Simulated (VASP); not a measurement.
# Ge under biaxial strain, part 2 of 2

How does Ge answer to strain in the plane, when the third axis is free? The starting structure is a measured crystal structure from the Crystallography Open Database. All runs use LDA. The equilibrium cell comes from relaxations that aren't shown. The strained plane is (111) of the cubic or hexagonal setting. Its Cartesian x and y axes are then stretched or squeezed alike, and the third axis is relaxed.

VASP 6.6.1.

Results so far: no strain 0.0 GPa; -2 % along x and y 2.6 GPa; +2 % along x and y -2.0 GPa.

## Step 5: Relaxation at -1 % along x and y

Level of this step: LDA; plane waves and PAW (Ge_d) (VASP).

This run starts from the cell of an earlier relaxation, which isn't shown; the restart sets up the plane waves anew.

Contents of INCAR:

```
SYSTEM = Ge
PREC = Accurate
ENCUT = 500
EDIFF = 1E-07
NELM = 100
ISMEAR = 0
SIGMA = 0.05
LREAL = .FALSE.
ALGO = Normal
GGA = CA
NBANDS = 52
LORBIT = 11
LWAVE = .FALSE.
LCHARG = .FALSE.
KPAR = 8
IBRION = 2
NSW = 50
ISIF = 3
EDIFFG = -0.003
LATTICE_CONSTRAINTS = .FALSE. .FALSE. .TRUE.
```

Contents of POSCAR:

```
Ge
1.0
    3.9368058897      0.0000000000      0.0000000000
   -1.9684029399      3.4093739052      0.0000000000
    0.0000000000      0.0000000000      9.7732349520
Ge
6
Direct
    0.0000000000      0.0000000000      0.5005718178
    0.6666666700      0.3333333300      0.8339051478
    0.3333333300      0.6666666700      0.1672384878
    0.0000000000      0.0000000000      0.7494281822
    0.6666666700      0.3333333300      0.0827615122
    0.3333333300      0.6666666700      0.4160948522
```

Contents of KPOINTS:

```
Automatic mesh
0
Gamma
9 9 4
0 0 0
```

PAW data sets: Ge_d (LDA family, release 64).

On the command line:

```sh
mpirun -np 8 vasp_std
```

Output:

```text
[... set-up lines as in an earlier step ...]
 entering main loop
       N       E                     dE             d eps       ncg     rms          rms(c)
DAV:   1     0.891305252676E+03    0.89131E+03   -0.39517E+04  5248   0.438E+03
DAV:   2     0.139562701614E+03   -0.75174E+03   -0.72846E+03  4472   0.955E+02
DAV:   3    -0.193006014169E+02   -0.15886E+03   -0.15577E+03  4752   0.239E+02
DAV:   4    -0.314107298217E+02   -0.12110E+02   -0.11990E+02  5248   0.740E+01
[...]
DAV:  11    -0.311496787034E+02    0.10687E-06   -0.40060E-06  5180   0.157E-02    0.372E-03
DAV:  12    -0.311496785331E+02    0.17035E-06   -0.72268E-07  4172   0.535E-03    0.114E-03
DAV:  13    -0.311496785271E+02    0.59408E-08   -0.54024E-08  2740   0.177E-03
   1 F= -.31149679E+02 E0= -.31149649E+02  d E =-.311497E+02
[...]
reached required accuracy - stopping structural energy minimisation
```

It took 60 s on 8 MPI ranks of AMD EPYC 7R43, shared host; peak memory 2.4 GiB; 7.8 min of CPU time.

OUTCAR, selected parts (step 5):

```text
  Total        1.5125440      1.5125440      0.0039047      0.0000000     -0.0000000      0.0000000
  in kB       18.4740292     18.4740291      0.0476914      0.0000000     -0.0000000      0.0000000
  external PRESSURE =      12.3319165 kB  Pullay stress =       0.0000000 kB

 POSITION                                       TOTAL-FORCE (eV/Angst)
 -----------------------------------------------------------------------------------
      0.00000      0.00000      4.89221         0.000000     -0.000000      0.001768
      1.96840      1.13646      8.14995        -0.000000     -0.000000      0.001768
     -0.00000      2.27292      1.63446        -0.000000     -0.000000      0.001768
      0.00000      0.00000      7.32434         0.000000      0.000000     -0.001768
      1.96840      1.13646      0.80885         0.000000      0.000000     -0.001768
     -0.00000      2.27292      4.06659        -0.000000      0.000000     -0.001768
 -----------------------------------------------------------------------------------
    total drift:                               -0.000000      0.000000     -0.000000

  FREE ENERGIE OF THE ION-ELECTRON SYSTEM (eV)
  ---------------------------------------------------
  free  energy   TOTEN  =       -31.1496785271 eV

  energy  without entropy=      -31.1496191692  energy(sigma->0) =      -31.14964885

[... 2 parts as in an earlier step ...]

[... 2 further parts left out ...]
[key lines of the parts left out:]
E-fermi :   5.1779
```

-1 % along x and y: 21.863 Å³ an atom and a mean stress of 1.23 GPa, with a third cell vector of 9.773 Å, and 0.125 eV of gap on the mesh.

## Step 6: Relaxation at +1 % along x and y

This run starts from the cell of an earlier relaxation, which isn't shown; the restart sets up the plane waves anew.

INCAR is that of step 5.

Contents of POSCAR:

```
Ge
1.0
    4.0163373219      0.0000000000      0.0000000000
   -2.0081686559      3.4782501458      0.0000000000
    0.0000000000      0.0000000000      9.6979076185
Ge
6
Direct
    0.0000000000      0.0000000000      0.4993125971
    0.6666666700      0.3333333300      0.8326459271
    0.3333333300      0.6666666700      0.1659792671
    0.0000000000      0.0000000000      0.7506874029
    0.6666666700      0.3333333300      0.0840207329
    0.3333333300      0.6666666700      0.4173540729
```

KPOINTS is that of step 5.

On the command line:

```sh
mpirun -np 8 vasp_std
```

Output:

```text
[... set-up lines as in an earlier step ...]
 entering main loop
       N       E                     dE             d eps       ncg     rms          rms(c)
DAV:   1     0.890859314483E+03    0.89086E+03   -0.39645E+04  5212   0.432E+03
DAV:   2     0.138396528255E+03   -0.75246E+03   -0.72969E+03  4472   0.952E+02
DAV:   3    -0.195795242880E+02   -0.15798E+03   -0.15439E+03  4724   0.238E+02
DAV:   4    -0.313738187321E+02   -0.11794E+02   -0.11687E+02  5292   0.730E+01
[...]
DAV:  11    -0.311543913429E+02   -0.41112E-06   -0.40379E-06  5204   0.160E-02    0.329E-03
DAV:  12    -0.311543912068E+02    0.13615E-06   -0.70928E-07  4132   0.564E-03    0.963E-04
DAV:  13    -0.311543912033E+02    0.34488E-08   -0.53483E-08  2756   0.178E-03
   1 F= -.31154391E+02 E0= -.31154214E+02  d E =-.311544E+02
[...]
reached required accuracy - stopping structural energy minimisation
```

Run time: 63 s. Hardware: 8 MPI ranks; peak memory 2.5 GiB; 8.2 min of CPU time.

From OUTCAR (step 6):

```text
  Total       -1.3355336     -1.3355336      0.0127754     -0.0000000      0.0000000     -0.0000000
  in kB      -15.7941539    -15.7941538      0.1510837     -0.0000000      0.0000000     -0.0000000
  external PRESSURE =     -10.4790747 kB  Pullay stress =       0.0000000 kB

 POSITION                                       TOTAL-FORCE (eV/Angst)
 -----------------------------------------------------------------------------------
      0.00000      0.00000      4.84229         0.000000     -0.000000     -0.002833
      2.00817      1.15942      8.07492        -0.000000      0.000000     -0.002833
     -0.00000      2.31883      1.60965        -0.000000      0.000000     -0.002833
      0.00000      0.00000      7.28010        -0.000000     -0.000000      0.002833
      2.00817      1.15942      0.81483         0.000000     -0.000000      0.002833
     -0.00000      2.31883      4.04746         0.000000      0.000000      0.002833
 -----------------------------------------------------------------------------------
    total drift:                               -0.000000      0.000000      0.000000

  FREE ENERGIE OF THE ION-ELECTRON SYSTEM (eV)
  ---------------------------------------------------
  free  energy   TOTEN  =       -31.1543912033 eV

  energy  without entropy=      -31.1540358710  energy(sigma->0) =      -31.15421354

[... 2 parts as in an earlier step ...]

[... 2 further parts left out ...]
[key lines of the parts left out:]
E-fermi :   4.7012
```

+1 % along x and y: 22.580 Å³ an atom and a mean stress of -1.05 GPa, with a third cell vector of 9.698 Å, and no clear gap on the mesh.

## Step 7: Relaxation at -3 % along x and y

This run starts from the cell of an earlier relaxation, which isn't shown; the restart sets up the plane waves anew.

INCAR is that of step 6.

Contents of POSCAR:

```
Ge
1.0
    3.8572744576      0.0000000000      0.0000000000
   -1.9286372240      3.3404976647      0.0000000000
    0.0000000000      0.0000000000      9.8579183600
Ge
6
Direct
    0.0000000000      0.0000000000      0.5019447230
    0.6666666700      0.3333333300      0.8352780530
    0.3333333300      0.6666666700      0.1686113930
    0.0000000000      0.0000000000      0.7480552770
    0.6666666700      0.3333333300      0.0813886070
    0.3333333300      0.6666666700      0.4147219470
```

KPOINTS is that of step 6.

On the command line:

```sh
mpirun -np 8 vasp_std
```

Output:

```text
[... set-up lines as in an earlier step ...]
 entering main loop
       N       E                     dE             d eps       ncg     rms          rms(c)
DAV:   1     0.886319869833E+03    0.88632E+03   -0.39366E+04  5232   0.442E+03
DAV:   2     0.138727940424E+03   -0.74759E+03   -0.72504E+03  4472   0.953E+02
DAV:   3    -0.193922846350E+02   -0.15812E+03   -0.15458E+03  4768   0.240E+02
DAV:   4    -0.313322514293E+02   -0.11940E+02   -0.11826E+02  5152   0.740E+01
[...]
DAV:  11    -0.310195618944E+02    0.11154E-05   -0.10146E-05  5132   0.193E-02    0.389E-03
DAV:  12    -0.310195618149E+02    0.79512E-07   -0.15602E-06  4852   0.742E-03    0.177E-03
DAV:  13    -0.310195617736E+02    0.41266E-07   -0.11477E-07  3300   0.240E-03
   1 F= -.31019562E+02 E0= -.31019343E+02  d E =-.310196E+02
[...]
N       E                     dE             d eps       ncg     rms          rms(c)
DAV:   1    -0.310196197904E+02   -0.57976E-04   -0.14883E-03  5564   0.351E-01    0.473E-02
DAV:   2    -0.310195827841E+02    0.37006E-04   -0.17359E-04  5156   0.169E-01    0.267E-02
DAV:   3    -0.310195617451E+02    0.21039E-04   -0.41033E-05  5800   0.763E-02    0.447E-03
DAV:   4    -0.310195622588E+02   -0.51372E-06   -0.14822E-05  4920   0.378E-02    0.276E-03
DAV:   5    -0.310195621355E+02    0.12329E-06   -0.65430E-07  5000   0.760E-03    0.975E-04
DAV:   6    -0.310195621397E+02   -0.41709E-08   -0.88109E-08  2864   0.233E-03
   2 F= -.31019562E+02 E0= -.31019344E+02  d E =-.366077E-06
 trial-energy change:   -0.000000  1 .order   -0.000001   -0.000008    0.000005
 step:   0.4855(harm=  0.6156)  dis= 0.00007  next Energy=   -31.019564 (dE=-0.177E-05)
 reached required accuracy - stopping structural energy minimisation
```

Elapsed: 69 s, on 8 MPI ranks; peak memory 2.3 GiB.

Parts of OUTCAR (step 7):

```text
  Total        4.7583818      4.7583818      0.0126058      0.0000000     -0.0000000      0.0000000
  in kB       60.0322652     60.0322651      0.1590361      0.0000001     -0.0000000      0.0000000
  external PRESSURE =      40.0745221 kB  Pullay stress =       0.0000000 kB

 POSITION                                       TOTAL-FORCE (eV/Angst)
 -----------------------------------------------------------------------------------
      1.92864      3.34050      4.94722         0.000000      0.000000     -0.002740
      1.92864      1.11350      8.23250         0.000000      0.000000     -0.002740
     -0.00000      2.22700      1.66194        -0.000000      0.000000     -0.002740
     -0.00000      0.00000      7.37257        -0.000000     -0.000000      0.002740
      1.92864      1.11350      0.80202        -0.000000     -0.000000      0.002740
     -0.00000      2.22700      4.08730         0.000000     -0.000000      0.002740
 -----------------------------------------------------------------------------------
    total drift:                               -0.000000      0.000000      0.000000

  FREE ENERGIE OF THE ION-ELECTRON SYSTEM (eV)
  ---------------------------------------------------
  free  energy   TOTEN  =       -31.0195621397 eV

  energy  without entropy=      -31.0191260743  energy(sigma->0) =      -31.01934411

[... 2 parts as in an earlier step ...]

[... 2 further parts left out ...]
[key lines of the parts left out:]
E-fermi :   5.5692
```

-3 % along x and y: 21.166 Å³ an atom and a mean stress of 4.01 GPa, with a third cell vector of 9.856 Å, and 0.052 eV of gap on the mesh.

## Step 8: Relaxation at +3 % along x and y

This run starts from the cell of an earlier relaxation, which isn't shown; the restart sets up the plane waves anew.

INCAR is that of step 7.

Contents of POSCAR:

```
Ge
1.0
    4.0958687540      0.0000000000      0.0000000000
   -2.0479343718      3.5471263863      0.0000000000
    0.0000000000      0.0000000000      9.6154807497
Ge
6
Direct
    0.0000000000      0.0000000000      0.4979173151
    0.6666666700      0.3333333300      0.8312506451
    0.3333333300      0.6666666700      0.1645839851
    0.0000000000      0.0000000000      0.7520826849
    0.6666666700      0.3333333300      0.0854160149
    0.3333333300      0.6666666700      0.4187493549
```

KPOINTS is that of step 7.

On the command line:

```sh
mpirun -np 8 vasp_std
```

Output:

```text
[... set-up lines as in an earlier step ...]
 entering main loop
       N       E                     dE             d eps       ncg     rms          rms(c)
DAV:   1     0.898374311617E+03    0.89837E+03   -0.39724E+04  5248   0.427E+03
DAV:   2     0.139827039979E+03   -0.75855E+03   -0.73456E+03  4472   0.962E+02
DAV:   3    -0.191869167023E+02   -0.15901E+03   -0.15591E+03  4780   0.239E+02
DAV:   4    -0.312207370913E+02   -0.12034E+02   -0.11924E+02  5176   0.733E+01
[...]
DAV:  11    -0.310556649205E+02   -0.16240E-05   -0.93244E-06  5012   0.192E-02    0.314E-03
DAV:  12    -0.310556648958E+02    0.24696E-07   -0.14792E-06  4944   0.685E-03    0.129E-03
DAV:  13    -0.310556648830E+02    0.12888E-07   -0.90743E-08  2928   0.274E-03
   1 F= -.31055665E+02 E0= -.31055192E+02  d E =-.310557E+02
[...]
reached required accuracy - stopping structural energy minimisation
```

The job ended after 61 s (8 MPI ranks; peak memory 2.5 GiB).

From OUTCAR (step 8):

```text
  Total       -3.7671634     -3.7671634      0.0070770     -0.0000000      0.0000000      0.0000000
  in kB      -43.2047344    -43.2047342      0.0811647     -0.0000001      0.0000000      0.0000000
  external PRESSURE =     -28.7761013 kB  Pullay stress =       0.0000000 kB

 POSITION                                       TOTAL-FORCE (eV/Angst)
 -----------------------------------------------------------------------------------
      0.00000      0.00000      4.78771         0.000000     -0.000000     -0.000426
      2.04793      1.18238      7.99287         0.000000     -0.000000     -0.000426
     -0.00000      2.36475      1.58255         0.000000     -0.000000     -0.000426
      0.00000      0.00000      7.23164        -0.000000      0.000000      0.000426
      2.04793      1.18238      0.82132        -0.000000      0.000000      0.000426
     -0.00000      2.36475      4.02648        -0.000000      0.000000      0.000426
 -----------------------------------------------------------------------------------
    total drift:                               -0.000000      0.000000      0.000000

  FREE ENERGIE OF THE ION-ELECTRON SYSTEM (eV)
  ---------------------------------------------------
  free  energy   TOTEN  =       -31.0556648830 eV

  energy  without entropy=      -31.0547198996  energy(sigma->0) =      -31.05519239

[... 2 parts as in an earlier step ...]

[... 2 further parts left out ...]
[key lines of the parts left out:]
E-fermi :   4.3077
```

+3 % along x and y: 23.283 Å³ an atom and a mean stress of -2.88 GPa, with a third cell vector of 9.615 Å, and no clear gap on the mesh.

## Step 9: The runs compared

| run | volume (Å³/atom) | mean stress, as a pressure (GPa) | third cell vector (Å) | gap on the mesh (eV) | core minutes |
| --- | --- | --- | --- | --- | --- |
| -3 % along x and y | 21.166 | 4.01 | 9.856 | 0.052 | 9.2 |
| -2 % along x and y | 21.511 | 2.56 | 9.813 | 0.118 | 8.67 |
| -1 % along x and y | 21.863 | 1.23 | 9.773 | 0.125 | 8.0 |
| no strain | 22.228 | -0.01 | 9.739 | none | 9.87 |
| +1 % along x and y | 22.58 | -1.05 | 9.698 | none | 8.4 |
| +2 % along x and y | 22.936 | -2.03 | 9.659 | none | 11.3 |
| +3 % along x and y | 23.283 | -2.88 | 9.615 | none | 8.13 |

Core minutes are wall time times ranks of the run shown, on a shared host.

## Step 10: Summary of results

```yaml
mean_stress_as_a_pressure_at_minus_3_along_x_and_y: 4.01 GPa
mean_stress_as_a_pressure_at_minus_2_along_x_and_y: 2.56 GPa
mean_stress_as_a_pressure_at_minus_1_along_x_and_y: 1.23 GPa
mean_stress_as_a_pressure_at_no_strain: -0.01 GPa
mean_stress_as_a_pressure_at_plus_1_along_x_and_y: -1.05 GPa
mean_stress_as_a_pressure_at_plus_2_along_x_and_y: -2.03 GPa
mean_stress_as_a_pressure_at_plus_3_along_x_and_y: -2.88 GPa
```

What this shows: From -3 % along x and y to +3 % along x and y the third cell vector of Ge goes from 9.856 to 9.615 Å and the volume from 21.17 to 23.28 Å³ an atom. The gap on the mesh doesn't change in one direction: 0.05, 0.12, 0.13, none, none, none, none eV. Semilocal functionals give gaps that are too small, spin-orbit coupling is left out, and the mesh may miss the true band edges, by more at some strains than at others. A run without a gap counts as a metal by its occupations. Where bands change their order, the gap's trend can turn. Further runs on this material are not shown.

[Lines on the potential files, build, host, timing and source positions are cut from VASP's logs without a mark.]

[Logs are printed without paths, hosts, clocks, repeated set-up lines and the standing remarks that a program may print on its own settings, such as how far it seeks lower states.]

[Hosts, paths, dates, database ids (printed as entryN), source tags and the programs' standing remarks are cut or masked in the printed files.]
